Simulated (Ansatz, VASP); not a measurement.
# ZnS (Wurtzite-2H): VASP beside Ansatz, part 2 of 3

One calculation is typed for both programs; each brings its own data sets. How far apart do they land? The cell is taken from a series of runs on this material, whose earlier steps may have relaxed, scaled, displaced or heated it; both programs get it as it stands.

VASP 6.6.1 and Ansatz 0.2.0.

So far: Set-up; VASP: zone-centre phonons, LDA.

## Step 2: VASP: zone-centre phonons, LDA (continued)

Level of this step: LDA; plane waves and PAW (S, Zn) (VASP).

OUTCAR, selected parts (step 2):

```text
ion  position               nearest neighbor table
   1  0.333  0.667  0.379-   4 2.25   4 2.25   4 2.25   3 2.25
   2  0.667  0.333  0.879-   3 2.25   3 2.25   3 2.25   4 2.25
   3  0.333  0.667  0.006-   2 2.25   2 2.25   2 2.25   1 2.25
   4  0.667  0.333  0.506-   1 2.25   1 2.25   1 2.25   2 2.25

  LATTYP: Found a hexagonal cell.
 ALAT       =     3.6583234102
 C/A-ratio  =     1.6480348507

 Subroutine GETGRP returns: Found 12 space group operations
 (whereof  6 operations were pure point group operations)

The static configuration has the point symmetry C_3v.
 The point group associated with its full space group is C_6v.

 Found     95 irreducible k-points:

   k-points           NKPTS =     95   k-points in BZ     NKDIM =     95   number of bands    NBANDS=     24

   dimension x,y,z NGX =    28 NGY =   28 NGZ =   48
   dimension x,y,z NGXF=    56 NGYF=   56 NGZF=   96

   ENCUT  =  500.0 eV  36.75 Ry    6.06 a.u.   6.67  6.67 10.99*2*pi/ulx,y,z

   NELECT =      36.0000    total number of electrons

 k-points in reciprocal lattice and weights: Automatic mesh
   0.00000000  0.00000000  0.00000000       0.001
   0.08333333 -0.00000000  0.00000000       0.005
   0.16666667  0.00000000  0.00000000       0.005
   0.25000000  0.00000000  0.00000000       0.005
   0.33333333  0.00000000  0.00000000       0.005
   0.41666667  0.00000000  0.00000000       0.005
   0.50000000  0.00000000  0.00000000       0.003
   0.08333333  0.08333333  0.00000000       0.005
   0.16666667  0.08333333  0.00000000       0.010
[...]
-1.829161705  3.168201009  0.000000000     0.000000000  0.315636539  0.000000000
     0.000000000  0.000000000  6.029044475     0.000000000  0.000000000  0.165863762

 POSITION                                       TOTAL-FORCE (eV/Angst)
 -----------------------------------------------------------------------------------
     -0.00000      2.11213      2.28446         0.000000     -0.000000     -0.000816
      1.82916      1.05607      5.29899        -0.000000      0.000000     -0.000816
     -0.00000      2.11213      0.03672        -0.000000     -0.000000      0.000816
      1.82916      1.05607      3.05124        -0.000000      0.000000      0.000816
 -----------------------------------------------------------------------------------
    total drift:                               -0.000000     -0.000000      0.001132

 MACROSCOPIC STATIC DIELECTRIC TENSOR (including local field effects in DFT)
 ------------------------------------------------------
           6.022270    -0.000000     0.000000
           0.000000     6.022270    -0.000000
          -0.000000     0.000000     6.170895
 ------------------------------------------------------

 PIEZOELECTRIC TENSOR (including local field effects)  for field in x, y, z        (C/m^2)
          XX          YY          ZZ          XY          YZ          ZX
  --------------------------------------------------------------------------------
  x     0.00000     0.00000    -0.00000     0.00000     0.00000     0.36209
  y     0.00000    -0.00000    -0.00000     0.00000     0.36208     0.00000
  z     0.32911     0.32911    -0.70177     0.00000     0.00000     0.00000

 BORN EFFECTIVE CHARGES (including local field effects) (in |e|, cummulative output)
 ---------------------------------------------------------------------------------
 ion    1
    1    -1.75412     0.00000     0.00000
    2    -0.00000    -1.75412     0.00000
    3    -0.00000    -0.00000    -1.86309
 ion    2
    1    -1.75412     0.00000     0.00000
    2     0.00000    -1.75412    -0.00000
    3     0.00000    -0.00000    -1.86309
 ion    3
    1     1.75412     0.00000     0.00000
    2     0.00000     1.75412     0.00000
    3     0.00000     0.00000     1.86309
 ion    4
    1     1.75412     0.00000     0.00000
    2     0.00000     1.75412     0.00000
    3    -0.00000     0.00000     1.86309

 Eigenvectors and eigenvalues of the dynamical matrix
 ----------------------------------------------------

   1 f  =   11.489914 THz    72.193261 2PiTHz  383.262287 cm-1    47.518446 meV
             X         Y         Z           dx          dy          dz
     -0.000000  2.112134  2.284465     0.000000    0.000000    0.685964
      1.829162  1.056067  5.298987    -0.000000   -0.000000   -0.685964
     -0.000000  2.112134  0.036717     0.000000    0.000000   -0.171619
      1.829162  1.056067  3.051239    -0.000000   -0.000000    0.171619

   2 f  =   10.040488 THz    63.086249 2PiTHz  334.914640 cm-1    41.524104 meV
             X         Y         Z           dx          dy          dz
     -0.000000  2.112134  2.284465    -0.000005   -0.600820    0.000000
      1.829162  1.056067  5.298987     0.000005    0.600820    0.000000
     -0.000000  2.112134  0.036717    -0.000003   -0.372848   -0.000000
      1.829162  1.056067  3.051239     0.000003    0.372848   -0.000000

   3 f  =   10.040488 THz    63.086249 2PiTHz  334.914640 cm-1    41.524104 meV
             X         Y         Z           dx          dy          dz
     -0.000000  2.112134  2.284465    -0.600820    0.000005   -0.000000
      1.829162  1.056067  5.298987     0.600820   -0.000005   -0.000000
     -0.000000  2.112134  0.036717    -0.372848    0.000003    0.000000
      1.829162  1.056067  3.051239     0.372848   -0.000003    0.000000

   4 f  =    9.794213 THz    61.538852 2PiTHz  326.699763 cm-1    40.505590 meV
             X         Y         Z           dx          dy          dz
     -0.000000  2.112134  2.284465    -0.000031    0.578673   -0.000000
      1.829162  1.056067  5.298987    -0.000031    0.578673   -0.000000
     -0.000000  2.112134  0.036717     0.000022   -0.406371    0.000000
      1.829162  1.056067  3.051239     0.000022   -0.406371    0.000000

   5 f  =    9.794213 THz    61.538852 2PiTHz  326.699763 cm-1    40.505590 meV
             X         Y         Z           dx          dy          dz
     -0.000000  2.112134  2.284465    -0.578673   -0.000031   -0.000000
      1.829162  1.056067  5.298987    -0.578673   -0.000031   -0.000000
     -0.000000  2.112134  0.036717     0.406371    0.000022    0.000000
      1.829162  1.056067  3.051239     0.406371    0.000022    0.000000

   6 f  =    9.754629 THz    61.290140 2PiTHz  325.379391 cm-1    40.341885 meV
             X         Y         Z           dx          dy          dz
     -0.000000  2.112134  2.284465     0.000000   -0.000000   -0.579680
      1.829162  1.056067  5.298987     0.000000   -0.000000   -0.579680
     -0.000000  2.112134  0.036717    -0.000000    0.000000    0.404934
      1.829162  1.056067  3.051239    -0.000000    0.000000    0.404934

   7 f  =    6.332796 THz    39.790130 2PiTHz  211.239332 cm-1    26.190327 meV
             X         Y         Z           dx          dy          dz
     -0.000000  2.112134  2.284465     0.000000    0.000000   -0.171619
      1.829162  1.056067  5.298987     0.000000    0.000000    0.171619
     -0.000000  2.112134  0.036717    -0.000000   -0.000000   -0.685964
      1.829162  1.056067  3.051239     0.000000    0.000000    0.685964

   8 f  =    1.931017 THz    12.132936 2PiTHz   64.411787 cm-1     7.986040 meV
             X         Y         Z           dx          dy          dz
     -0.000000  2.112134  2.284465    -0.000089    0.372848    0.000000
      1.829162  1.056067  5.298987     0.000089   -0.372848    0.000000
     -0.000000  2.112134  0.036717     0.000143   -0.600820    0.000000
      1.829162  1.056067  3.051239    -0.000143    0.600820    0.000000

   9 f  =    1.931017 THz    12.132936 2PiTHz   64.411787 cm-1     7.986040 meV
             X         Y         Z           dx          dy          dz
     -0.000000  2.112134  2.284465    -0.372848   -0.000089    0.000000
      1.829162  1.056067  5.298987     0.372848    0.000089    0.000000
     -0.000000  2.112134  0.036717     0.600820    0.000143    0.000000
      1.829162  1.056067  3.051239    -0.600820   -0.000143    0.000000

  10 f/i=    0.011290 THz     0.070938 2PiTHz    0.376599 cm-1     0.046692 meV
             X         Y         Z           dx          dy          dz
     -0.000000  2.112134  2.284465    -0.000000    0.000000    0.404934
      1.829162  1.056067  5.298987    -0.000000    0.000000    0.404934
     -0.000000  2.112134  0.036717    -0.000000    0.000000    0.579680
      1.829162  1.056067  3.051239    -0.000000    0.000000    0.579680

  11 f/i=    0.012969 THz     0.081484 2PiTHz    0.432586 cm-1     0.053634 meV
             X         Y         Z           dx          dy          dz
     -0.000000  2.112134  2.284465    -0.406308   -0.007183   -0.000000
      1.829162  1.056067  5.298987    -0.406308   -0.007183   -0.000000
     -0.000000  2.112134  0.036717    -0.578582   -0.010229   -0.000000
      1.829162  1.056067  3.051239    -0.578582   -0.010229   -0.000000

  12 f/i=    0.012969 THz     0.081484 2PiTHz    0.432586 cm-1     0.053634 meV
             X         Y         Z           dx          dy          dz
     -0.000000  2.112134  2.284465     0.007183   -0.406308    0.000000
      1.829162  1.056067  5.298987     0.007183   -0.406308    0.000000
     -0.000000  2.112134  0.036717     0.010229   -0.578582    0.000000
      1.829162  1.056067  3.051239     0.010229   -0.578582    0.000000

 MACROSCOPIC STATIC DIELECTRIC TENSOR IONIC CONTRIBUTION
 ------------------------------------------------------
           1.885247    -0.000000     0.000000
          -0.000000     1.885247     0.000000
           0.000000     0.000000     2.147911
 ------------------------------------------------------

 ELASTIC MODULI CONTR FROM IONIC RELAXATION (kBar)
 Direction    XX          YY          ZZ          XY          YZ          ZX
 --------------------------------------------------------------------------------
 XX        -583.4168    214.6839    335.8979      0.0000      0.0000      0.0000
 YY         214.6839   -583.4168    335.8979     -0.0000     -0.0000     -0.0000
 ZZ         335.8979    335.8979   -611.9734      0.0000      0.0000      0.0000
 XY           0.0000     -0.0000      0.0000   -399.0503      0.0000     -0.0000
 YZ          -0.0000      0.0000      0.0000      0.0000   -167.6349      0.0000
 ZX           0.0000     -0.0000      0.0000      0.0000      0.0000   -185.5762
 --------------------------------------------------------------------------------

 PIEZOELECTRIC TENSOR IONIC CONTR  for field in x, y, z        (C/m^2)
          XX          YY          ZZ          XY          YZ          ZX
  --------------------------------------------------------------------------------
  x     0.00000    -0.00000     0.00000     0.00000     0.00000    -0.55657
  y    -0.00000     0.00000     0.00000     0.00000    -0.52898     0.00000
  z    -0.59214    -0.59214     1.07881    -0.00000    -0.00000    -0.00000
```

The gap is read on the k-mesh alone, so it is an upper bound where the band edges lie off the mesh. Energies printed during the response cycles are not total energies of the cell.

(Part 2 of 3 ends here.)

[Lines on the potential files, build, host, timing and source positions are cut from VASP's logs without a mark.]

[Logs are printed without paths, hosts, clocks, repeated set-up lines and the standing remarks that a program may print on its own settings, such as how far it seeks lower states.]

[Hosts, paths, dates, database ids (printed as entryN), source tags and the programs' standing remarks are cut or masked in the printed files.]
